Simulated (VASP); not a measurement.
Input:

```yaml
crystal:
  lattice:
    - [0.00000, 2.01790, 2.01790]
    - [2.01790, 0.00000, 2.01790]
    - [2.01790, 2.01790, 0.00000]
  atoms:
    - { symbol: Al, position: [0.00000, 0.00000, 0.00000] }
```

These are PBE GGA, VASP's PBE PAW potentials (set 64) (plane waves; VASP) values and carry that method's errors. Settings: 520 eV cut-off, Gaussian smearing of 0.050 eV, potentials Al.

Task: Give the energies of bands 1 to 4 at the high-symmetry points, in eV from the Fermi level.

Result: 
| band | Γ | X | U | L | W |
|---|---|---|---|---|---|
| 1 | -11.20 | -2.97 | -1.93 | -4.64 | -0.88 |
| 2 | 12.61 | -1.63 | -1.40 | -4.42 | -0.88 |
| 3 | 12.61 | 5.23 | -0.42 | 11.42 | 0.13 |
| 4 | 12.61 | 5.58 | 6.55 | 11.42 | 1.10 |

It has no gap at this level: it comes out as a metal or semimetal.

The compound is Al in the fcc structure. It was relaxed first.
